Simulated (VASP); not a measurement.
Crystal: Al2O3.

```
CELL_PARAMETERS angstrom
2.40283 1.38728 4.37143
-2.40283 1.38728 4.37143
0.00000 -2.77455 4.37143
ATOMIC_POSITIONS crystal
Al 0.64786 0.64786 0.64786
Al 0.85214 0.85214 0.85214
Al 0.14786 0.14786 0.14786
Al 0.35214 0.35214 0.35214
O 0.44380 0.05620 0.75000
O 0.94380 0.25000 0.55620
O 0.05620 0.75000 0.44380
O 0.75000 0.44380 0.05620
O 0.25000 0.55620 0.94380
O 0.55620 0.94380 0.25000
```

The cell is a database's computed one.

Base run:

* Program: VASP 6.6.1
* Functional: r2SCAN
* Potentials or basis: VASP PAW PBE potentials, release 64 (Al, O)
* Cutoff: 450 eV
* k mesh: 8 × 8 × 8
* Occupations: gaussian, width 0.02 eV
* Spin: no spin polarisation

Its results: band gap on the k mesh 6.78 eV, direct.

Question: The run is repeated on the same cell with these changes: functional from r2SCAN to PBE. What comes out?

Answer: Band gap on the k mesh 5.87 eV, direct.

r2SCAN gives the wider gap, since meta-GGAs in the generalised Kohn-Sham scheme recover part of the derivative discontinuity.
